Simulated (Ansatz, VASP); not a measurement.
# Two plane-wave programs on Al2Cl

```xyz
3
Lattice="0.0000 3.4811 3.4811 3.4811 0.0000 3.4811 3.4811 3.4811 0.0000" Properties=species:S:1:pos:R:3 pbc="T T T"
Al    1.7406    1.7406    1.7406
Al    5.2217    5.2217    5.2217
Cl    3.4811    3.4811    3.4811
```

Alike in both runs: functional PBE; k mesh 4 × 4 × 4; occupations gaussian, width 0.1 eV; no spin polarisation.

Ansatz relaxed the structure, and its values are those at the end. VASP's run is a single point on that final structure, the one shown.

|  | VASP | Ansatz |
| --- | --- | --- |
| version | VASP 6.6.1 | Ansatz 0.2.0 |
| potentials or method | VASP PAW PBE potentials, release 64 (Al, Cl) | scalar-relativistic, plane waves, PAW |
| plane-wave cutoff (eV) | 520 | 420 |
| valence electrons in the cell | 13 | 13 |

|  | VASP | Ansatz | Ansatz less VASP |
| --- | --- | --- | --- |
| gap on the k mesh at the Fermi level (eV) | none | none | - |
| pressure (GPa) | 0.2 | 0.2 | +0.02 |

A gap of «none» marks a metal or a gap that the smearing closes.

Caveats: the k mesh is coarse (spacing up to 0.39 Å⁻¹), so the values aren't converged; an odd number of electrons without spin polarisation forces a metal; a magnetic or distorted state may lie lower.
